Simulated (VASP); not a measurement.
# ZnBr (P6/mmm) in VASP: settings compared, part 2 of 2

VASP 6.6.1.

## 3. Single point, HSE(alpha, omega)

File POSCAR:

```
ZnBr
1.0
    4.9186300000      0.0000000000      0.0000000000
   -2.4593200000      4.2596600000      0.0000000000
    0.0000000000      0.0000000000      4.9864800000
Zn Br
1 1
Direct
    0.0000000000      0.0000000000      0.5000000000
    0.0000000000      0.0000000000      0.0000000000
```

File INCAR.step1:

```
PREC     = Accurate       # precision mode
ENCUT    = 400            # plane-wave cutoff, eV
EDIFF    = 1E-5           # SCF threshold, eV
ISMEAR   = -1             # smearing method
SIGMA    = 0.05           # smearing width, eV
LREAL    = F              # projectors in reciprocal space
LASPH    = T              # aspherical terms in the spheres
NELM     = 100            # most SCF steps
ALGO     = Normal         # electronic algorithm
ISIF     = 2              # what is computed and relaxed
LWAVE    = T              # write WAVECAR
LCHARG   = F              # write CHGCAR
GGA      = PE             # functional
```

File INCAR.step2:

```
PREC     = Accurate       # precision mode
ENCUT    = 400            # plane-wave cutoff, eV
EDIFF    = 1E-7           # SCF threshold, eV
ISMEAR   = -1             # smearing method
SIGMA    = 0.05           # smearing width, eV
LREAL    = F              # projectors in reciprocal space
LASPH    = T              # aspherical terms in the spheres
NELM     = 100            # most SCF steps
ALGO     = Normal         # electronic algorithm
ISIF     = 2              # what is computed and relaxed
LWAVE    = F              # write WAVECAR
LCHARG   = F              # write CHGCAR
GGA      = PE             # functional
LHFCALC  = T              # exact exchange
HFSCREEN = 0.1            # screening, 1/A
AEXX     = 0.25           # exact-exchange fraction
PRECFOCK = Fast         
ISTART   = 1
```

File KPOINTS:

```
regular mesh
0
Gamma
  1 1 1
```

Potentials or basis: VASP PAW PBE potentials, release 64 (Zn, Br).

Run with:

```console
$ cat potpaw_PBE.64/Zn/POTCAR potpaw_PBE.64/Br/POTCAR > POTCAR
$ cp INCAR.step1 INCAR
$ mpirun -np 1 vasp_std > vasp.out
$ cp INCAR.step2 INCAR
$ mpirun -np 1 vasp_std > vasp.out
```

OUTCAR:

```text
PREC = Accurate
   ENCUT = 400
   EDIFF = 1E-7
   ISMEAR = -1
   LREAL = F
   LASPH = T
   NELM = 100
   ISIF = 2
   GGA = PE
   LHFCALC = T
   HFSCREEN = 0.1
   AEXX = 0.25
   PRECFOCK = Fast
   ISTART = 1

 ion  position               nearest neighbor table
   1  0.000  0.000  0.500-   2 2.49   2 2.49
   2  0.000  0.000  0.000-   1 2.49   1 2.49

  LATTYP: Found a hexagonal cell.
 ALAT       =     4.9186300000
 C/A-ratio  =     1.0137944916

  Lattice vectors:

 A1 = (   4.9186300000,   0.0000000000,   0.0000000000)
 A2 = (  -2.4593200000,   4.2596600000,   0.0000000000)
 A3 = (   0.0000000000,   0.0000000000,   4.9864800000)

Analysis of symmetry for initial positions (statically):
=====================================================================
 Subroutine PRICEL returns:
 Original cell was already a primitive cell.

 Routine SETGRP: Setting up the symmetry group for a
 hexagonal supercell.

 Subroutine GETGRP returns: Found 24 space group operations
 (whereof 24 operations were pure point group operations)
 out of a pool of 24 trial point group operations.

The static configuration has the point symmetry D_6h.

Analysis of symmetry for dynamics (positions and initial velocities):
=====================================================================
 Subroutine PRICEL returns:
 Original cell was already a primitive cell.

 Routine SETGRP: Setting up the symmetry group for a
 hexagonal supercell.

 Subroutine GETGRP returns: Found 24 space group operations
 (whereof 24 operations were pure point group operations)
 out of a pool of 24 trial point group operations.

The dynamic configuration has the point symmetry D_6h.

 Subroutine INISYM returns: Found 24 space group operations
[... 95 lines left out ...]
  Fermi-wavevector in a.u.,A,eV,Ry     =   0.927516  1.752752 11.704913  0.860287
  Thomas-Fermi vector in A             =   2.053595
   LORBIT       =      0    0 simple, 1 ext, 2 COOP (PROOUT), +10 PAW based schemes
   GGA     = PE    functional components
   LHFCALC =     T    Hartree Fock is set to
   PRECFOCK=fast      Normal, Fast or Accurate (Low or Medium for compatibility)
   ENCUT4O =  -1.0   cutoff for four orbital integrals eV
   NKREDX  =     1    reduce k-point grid by
   NKREDY  =     1    reduce k-point grid by
   NKREDZ  =     1    reduce k-point grid by
   AEXX    =    0.2500 exact exchange contribution
   HFSCREEN=    0.1000 screening length (either q_TF or 0.3 A-1)
   HFSCREENC=   0.1000 screening length for correlation (either q_TF or 0.3 A-1)
   ENCUTFOCK=  -1.0 apply spherical cutoff to Coloumb kernel
   IVDW    =     0    specifies the selected vdW correction
   LEPSILON=     F    determine dielectric tensor
   LRPA    =     F    only Hartree local field effects (RPA)
 non-spin polarized calculation
  energy-cutoff  :      400.00
  volume of cell :      104.48
 maximum number of plane-waves:      1865
  NGX = 18; NGY = 18; NGZ = 18

 number of electron      19.0000001 magnetization

 Free energy of the ion-electron system (eV)
  ---------------------------------------------------
  ext. energy  EPLUGINS =         0.00000000
  ---------------------------------------------------
  free energy    TOTEN  =        -3.92017753 eV

  energy without entropy =       -3.85086281  energy(sigma->0) =       -3.88552017

 E-fermi :  -3.6640     XC(G=0):  -4.8096

 val. band max:       -3.6639717477   @ k =   0.0000   0.0000   0.0000
 cond. band min:       3.3889341965   @ k =   0.0000   0.0000   0.0000
 fundamental gap:      7.0529059441
 Fermi energy:        -3.6639717477

 k-point     1 :       0.0000    0.0000    0.0000
  band No.  band energies     occupation
      1     -18.2354      2.00000
      2     -11.6865      2.00000
      3     -11.6865      2.00000
      4     -11.5805      2.00000
      5     -11.5805      2.00000
      6     -11.4495      2.00000
      7      -6.8061      2.00000
      8      -4.9326      2.00000
      9      -4.9326      2.00000
     10      -3.6640      1.00000
     11       3.3889      0.00000
     12       4.8795      0.00000
     13       4.8796      0.00000

------------------------ aborting loop because EDIFF is reached ----------------------------------------

  FORCE on cell =-STRESS in cart. coord.  units (eV):
  Direction    XX          YY          ZZ          XY          YZ          ZX
  --------------------------------------------------------------------------------------
  -------------------------------------------------------------------------------------
  Total        0.8579771      0.8579777     -3.7442766     -0.0000010     -0.0000000     -0.0000000
  in kB       13.1574919     13.1575010    -57.4202837     -0.0000154     -0.0000000     -0.0000000
  external PRESSURE =     -10.3684303 kB  Pullay stress =       0.0000000 kB

 VOLUME and BASIS-vectors are now :
 -----------------------------------------------------------------------------
  energy-cutoff  :      400.00
  volume of cell :      104.48
      direct lattice vectors                 reciprocal lattice vectors
     4.918630000  0.000000000  0.000000000     0.203308645  0.117380499  0.000000000
    -2.459320000  4.259660000  0.000000000     0.000000000  0.234760521  0.000000000
     0.000000000  0.000000000  4.986480000     0.000000000  0.000000000  0.200542266

 POSITION                                       TOTAL-FORCE (eV/Angst)
 -----------------------------------------------------------------------------------
      0.00000      0.00000      2.49324         0.000000      0.000000      0.000000
      0.00000      0.00000      0.00000        -0.000000      0.000000      0.000000
 -----------------------------------------------------------------------------------
    total drift:                               -0.000001     -0.000002     -0.000000

  FREE ENERGIE OF THE ION-ELECTRON SYSTEM (eV)
  ---------------------------------------------------
  free  energy   TOTEN  =        -3.9201775267 eV

  energy  without entropy=       -3.8508628086  energy(sigma->0) =       -3.88552017
```

OSZICAR.step1:

```text
N       E                     dE             d eps       ncg     rms          rms(c)
DAV:   1     0.952309221550E+02    0.95231E+02   -0.77806E+03    26   0.110E+03
DAV:   2     0.550437201303E+01   -0.89727E+02   -0.87609E+02    31   0.235E+02
DAV:   3    -0.291462204886E+01   -0.84190E+01   -0.83929E+01    26   0.638E+01
DAV:   4    -0.303604528173E+01   -0.12142E+00   -0.12133E+00    36   0.844E+00
DAV:   5    -0.303720236163E+01   -0.11571E-02   -0.11571E-02    31   0.706E-01    0.798E+00
DAV:   6    -0.235190157265E+01    0.68530E+00   -0.14896E+00    26   0.110E+01    0.532E+00
DAV:   7    -0.225027607883E+01    0.10163E+00   -0.53624E-01    26   0.500E+00    0.293E+00
DAV:   8    -0.225851091770E+01   -0.82348E-02   -0.20345E-01    26   0.293E+00    0.151E+00
DAV:   9    -0.224284868496E+01    0.15662E-01   -0.14655E-02    26   0.112E+00    0.857E-01
DAV:  10    -0.221215194951E+01    0.30697E-01   -0.26391E-02    26   0.966E-01    0.659E-01
DAV:  11    -0.221291267061E+01   -0.76072E-03   -0.11967E-02    26   0.564E-01    0.492E-01
DAV:  12    -0.221071684609E+01    0.21958E-02   -0.51583E-03    26   0.501E-01    0.556E-01
DAV:  13    -0.221004900370E+01    0.66784E-03   -0.76938E-04    26   0.184E-01    0.704E-02
DAV:  14    -0.221024629189E+01   -0.19729E-03   -0.16004E-04    26   0.642E-02    0.203E-01
DAV:  15    -0.221007903863E+01    0.16725E-03   -0.24982E-04    26   0.100E-01    0.266E-02
DAV:  16    -0.221006486679E+01    0.14172E-04   -0.11429E-05    18   0.252E-02    0.175E-02
DAV:  17    -0.221006110062E+01    0.37662E-05   -0.59610E-06    13   0.141E-02
   1 F= -.22100611E+01 E0= -.21649937E+01  d E =-.901348E-01
```

It took 14 s on 1 thread of Intel Xeon 6975P-C (Granite Rapids), shared host; peak memory 0.27 GiB.

These settings aren't checked as converged: the numbers below hold their error.

What came out:

```
Free energy            : -3.9202 eV
Pressure               : -1.0 GPa
Band gap on the k mesh : none (metal or under the smearing width)
```

Caveat: the k mesh is coarse (spacing up to 1.48 Å⁻¹), so the values aren't converged, least of all with exact exchange; the PAW data sets were made with another functional, which shifts forces and pressure a little; an odd number of electrons without spin polarisation forces a metal; a magnetic or distorted state may lie lower.

## 4. For comparison

An earlier run on the cell as given: functional PBE; potentials or basis VASP PAW PBE potentials, release 64 (Zn, Br); cutoff 520 eV; k mesh 6 × 6 × 6; occupations fermi-dirac, width 0.05 eV; no spin polarisation.

* Pressure: 0.0 GPa
* Band gap on the k mesh: none (metal or under the smearing width)
